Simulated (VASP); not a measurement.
The system is OBClH2, in a box.

```
O B Cl H
1.0
    12.00000    0.00000    0.00000
     0.00000   12.00000    0.00000
     0.00000    0.00000   11.00000
O B Cl H
1 1 1 2
Cartesian
  5.2769 5.0620 5.4216
  6.5192 5.5433 5.5624
  6.9288 7.1765 5.0293
  4.6625 5.6818 5.0148
  7.3635 4.8655 6.0531
```

Base run:

```yaml
Program: VASP 6.6.1
Functional: PBE
Potentials_or_basis: VASP PAW PBE potentials, release 64 (O, B, Cl, H)
Cutoff: 520 eV
k_mesh: 1 × 1 × 1
Occupations: gaussian, width 0.01 eV
Spin: no spin polarisation
```

Its results: gap between the frontier levels 6.25 eV; largest force 0.593 eV/Å.

Task: The run is repeated on the same cell with these changes: functional from PBE to r2SCAN; further incar settings from ALGO = Normal; EDIFF = 1e-07; NBANDS = 17 to ALGO = Normal; EDIFF = 1e-06. What comes out?

Result: Gap between the frontier levels 7.00 eV; largest force 0.208 eV/Å.

Caveats: the PAW data sets were made with another functional, which shifts forces and pressure a little (some runs).

